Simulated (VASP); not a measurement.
**BiTe: single point with revPBE+D4**

The system is BiTe.

```
Bi Te
1.0
     0.00000    3.25642    3.25642
     3.25642    0.00000    3.25642
     3.25642    3.25642    0.00000
Bi Te
1 1
Direct
  0.00000 0.00000 0.00000
  0.50000 0.50000 0.50000
```

```json
{
 "Program": "VASP 6.6.1",
 "Task": "single point",
 "Functional": "revPBE",
 "Dispersion": "D4",
 "Potentials or basis": "VASP PAW PBE potentials, release 64 (Bi_d, Te)",
 "Cutoff": "520 eV",
 "k mesh": "7 × 7 × 7",
 "Occupations": "tetrahedron",
 "Spin": "non-collinear spin, typed start",
 "Starting moments": "[[0.0, 0.0, 0.5], [0.0, 0.0, 0.0]] μB"
}
```

| Quantity | Value |
| --- | --- |
| Pressure | -2.7 GPa |
| Band gap on the k mesh | none (metal or under the smearing width) |
| Net moment | 0.28 μB per cell |
| Valence electrons inside the program's atomic spheres | Bi 12.69; Te 3.32 |
| Dispersion energy per atom | -0.739 eV |

Stress tensor (GPa, compression positive):
```
-2.66  0.00  0.00
 0.00 -2.66  0.00
 0.00  0.00 -2.79
```

Levels at points of the mesh, in eV from the Fermi level:
| k point | band 16 | band 17 | band 18 | band 19 | band 20 | band 21 | band 22 | band 23 | band 24 | band 25 |
| --- | --- | --- | --- | --- | --- | --- | --- | --- | --- | --- |
| (0.00, 0.00, 0.00) | -2.73 | -2.73 | -2.66 | -2.66 | -2.66 | 1.85 | 1.85 | 1.85 | 1.99 | 1.99 |

Moments on the atoms (μB; x, y, z):
```
Bi  0.00 0.00 0.13
Te  0.00 0.00 0.01
```

Wall time 5.4 min on 1 thread of Intel(R) Xeon(R) Platinum 8488C (Sapphire Rapids), with other jobs on the host, peak memory 0.48 GiB.

Caveat: the PAW data sets were made with another functional, which shifts forces and pressure a little; spin-orbit coupling is left out, which moves the levels of the heavy elements; pairwise dispersion overbinds metals, which lowers pressure and volume; tetrahedron occupations give inexact forces and stress in metals.
